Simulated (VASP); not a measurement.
Given:

```yaml
crystal:
  lattice:
    - [0.00000, 2.77000, 2.77000]
    - [2.77000, 0.00000, 2.77000]
    - [2.77000, 2.77000, 0.00000]
  atoms:
    - { symbol: Ba, position: [0.00000, 0.00000, 0.00000] }
    - { symbol: O, position: [0.50000, 0.50000, 0.50000] }
```

Method: G0W0 on PBE orbitals, VASP's PBE PAW potentials (set 64) (plane waves; VASP). Run with PREC = Normal, 500 eV cut-off, 4×4×4 Γ-centred mesh, Gaussian smearing of 0.010 eV, potentials Ba_sv_GW O_GW_new.

The mesh is coarse and the basis finite, so the quasiparticle values are not converged.

NBANDS = 64, ENCUTGW = 150 eV, NOMEGA = 64. The PBE levels (eV) that the step starts from are:

```csv
state,KS energy,filling
"k1 (0.00, 0.00, 0.00), band 5",-5.72,2
"k1 (0.00, 0.00, 0.00), band 6",4.18,2
"k1 (0.00, 0.00, 0.00), band 7",4.18,2
"k1 (0.00, 0.00, 0.00), band 8",4.18,2
"k1 (0.00, 0.00, 0.00), band 9",8.22,0
"k1 (0.00, 0.00, 0.00), band 10",9.36,0
"k1 (0.00, 0.00, 0.00), band 11",9.36,0
"k1 (0.00, 0.00, 0.00), band 12",9.36,0
"k2 (0.25, 0.00, 0.00), band 5",-5.78,2
"k2 (0.25, 0.00, 0.00), band 6",3.29,2
"k2 (0.25, 0.00, 0.00), band 7",3.62,2
"k2 (0.25, 0.00, 0.00), band 8",3.62,2
"k2 (0.25, 0.00, 0.00), band 9",9.01,0
"k2 (0.25, 0.00, 0.00), band 10",10.35,0
"k2 (0.25, 0.00, 0.00), band 11",10.35,0
"k2 (0.25, 0.00, 0.00), band 12",10.40,0
"k4 (0.25, 0.25, 0.00), band 5",-6.00,2
"k4 (0.25, 0.25, 0.00), band 6",3.27,2
"k4 (0.25, 0.25, 0.00), band 7",4.21,2
"k4 (0.25, 0.25, 0.00), band 8",4.21,2
"k4 (0.25, 0.25, 0.00), band 9",7.61,0
"k4 (0.25, 0.25, 0.00), band 10",9.88,0
"k4 (0.25, 0.25, 0.00), band 11",11.42,0
"k4 (0.25, 0.25, 0.00), band 12",11.42,0
```

Problem. Give the quasiparticle energies and renormalisation factors Z.

Solution. 
```tsv
state	QP energy (eV)	Z
k1 (0.00, 0.00, 0.00), band 5	-7.00	0.78
k1 (0.00, 0.00, 0.00), band 6	3.80	0.71
k1 (0.00, 0.00, 0.00), band 7	3.80	0.71
k1 (0.00, 0.00, 0.00), band 8	3.80	0.71
k1 (0.00, 0.00, 0.00), band 9	8.84	0.82
k1 (0.00, 0.00, 0.00), band 10	10.31	0.81
k1 (0.00, 0.00, 0.00), band 11	10.31	0.81
k1 (0.00, 0.00, 0.00), band 12	10.31	0.81
k2 (0.25, 0.00, 0.00), band 5	-7.07	0.78
k2 (0.25, 0.00, 0.00), band 6	2.74	0.72
k2 (0.25, 0.00, 0.00), band 7	3.15	0.71
k2 (0.25, 0.00, 0.00), band 8	3.15	0.71
k2 (0.25, 0.00, 0.00), band 9	9.97	0.79
k2 (0.25, 0.00, 0.00), band 10	11.45	0.80
k2 (0.25, 0.00, 0.00), band 11	11.45	0.80
k2 (0.25, 0.00, 0.00), band 12	11.20	0.79
k4 (0.25, 0.25, 0.00), band 5	-7.30	0.77
k4 (0.25, 0.25, 0.00), band 6	2.74	0.71
k4 (0.25, 0.25, 0.00), band 7	3.82	0.72
k4 (0.25, 0.25, 0.00), band 8	3.82	0.72
k4 (0.25, 0.25, 0.00), band 9	8.34	0.81
k4 (0.25, 0.25, 0.00), band 10	10.68	0.81
k4 (0.25, 0.25, 0.00), band 11	12.72	0.79
k4 (0.25, 0.25, 0.00), band 12	12.72	0.79
```
On the mesh the gap opens from 2.04 to 3.03 eV.

The compound is BaO in the rock salt structure. The cell was not relaxed at this level. The k-mesh is coarse (spacing up to 0.49 per Å, 2π included), so the numbers may not be converged in it.
